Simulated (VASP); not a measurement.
Here is the system:

```
CdCsF3
1.0
    4.47484     0.00000     0.00000
    0.00000     4.47484     0.00000
    0.00000     0.00000     4.47484
Cs Cd F
1 1 3
Cartesian
  0.00000   0.00000   0.00000
  2.23742   2.23742   2.23742
  0.00000   2.23742   2.23742
  2.23742   0.00000   2.23742
  2.23742   2.23742   0.00000
```

Calculation: PBEsol GGA, VASP's PBE PAW potentials (set 64) (plane waves; VASP). Settings: 520 eV cut-off, 6×6×6 Γ-centred mesh, tetrahedra with Blöchl corrections, potentials Cs_sv Cd F.

The cores are frozen, which limits the accuracy of field gradients.

Question: Give the principal components of the electric field gradient (V/Å²) and the asymmetry η at each nucleus.

Answer: 
| atom | Vxx | Vyy | Vzz | η |
|---|---|---|---|---|
| Cs1 | 0.0 | 0.0 | 0.0 | - |
| Cd2 | 0.0 | 0.0 | 0.0 | - |
| F3 | -49.3 | -49.3 | 98.6 | 0.00 |
| F4 | -49.3 | -49.3 | 98.6 | 0.00 |
| F5 | -49.3 | -49.3 | 98.6 | 0.00 |

The structure comes from a computed database's CsCdF3 entry (Pm-3m); how it stands against other phases isn't given here. It was relaxed first.
